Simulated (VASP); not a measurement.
Shape and ions are relaxed at each volume.

Data:

```cif
data_CW
_chemical_formula_sum 'W1 C1'
_space_group_name_H-M_alt 'P 1'
_space_group_IT_number 1
_cell_length_a 2.92412
_cell_length_b 2.92412
_cell_length_c 2.85138
_cell_angle_alpha 90.000
_cell_angle_beta 90.000
_cell_angle_gamma 120.000
loop_
_space_group_symop_operation_xyz
  'x, y, z'
loop_
_atom_site_label
_atom_site_type_symbol
_atom_site_fract_x
_atom_site_fract_y
_atom_site_fract_z
_atom_site_occupancy
W1 W 0.00000 0.00000 0.00000 1
C1 C 0.33333 0.66667 0.50000 1
```

Calculation: PBE GGA, VASP's PBE PAW potentials (set 64) (plane waves; VASP). Run with 520 eV cut-off, 14×14×13 Γ-centred mesh, first-order Methfessel-Paxton smearing of 0.10 eV, potentials W_sv C.

Give the energy at these volumes per atom, relative to the lowest: 9.92, 10.23, 10.55, 10.87, 11.18 Å³.

51.6, 12.4, 0.0, 10.4, 40.2 meV/atom. A third-order Birch-Murnaghan fit gives B0 = 383 GPa and B0′ = 4.3.

The compound is WC in the wc structure. It was relaxed first.
